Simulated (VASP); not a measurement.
Here is the system:

```xyz
4
Lattice="4.0553 0.0000 0.0000 0.0000 4.0553 0.0000 0.0000 0.0000 7.1405" Properties=species:S:1:pos:R:3 pbc="T T T"
Pt     0.0000     2.0276     0.0000
Pt     2.0276     0.0000     3.5703
Te     0.0000     0.0000     1.7851
Te     0.0000     0.0000     5.3554
```

Method: PBE GGA, VASP's PBE PAW potentials (set 64) (plane waves; VASP). Run with LREAL = Auto, 400 eV cut-off, 5×5×3 Γ-centred mesh, Gaussian smearing of 0.050 eV, potentials Pt Te.

Problem. Give the stress tensor in GPa (positive for a compressed cell).

Solution. 
```
-5.03   0.00   0.00
 0.00  -5.03   0.00
 0.00   0.00  -8.84
```
The pressure is its mean diagonal, -6.30 GPa.

The structure was generated: TePt was put into the PtS type (P4_2/mmc), which need not be its known phase. The cell was not relaxed at this level. The k-mesh is coarse (spacing up to 0.31 per Å, 2π included), so the numbers may not be converged in it. The run is one of a series of settings (LREAL = Auto against the base run), some of them coarse on purpose.
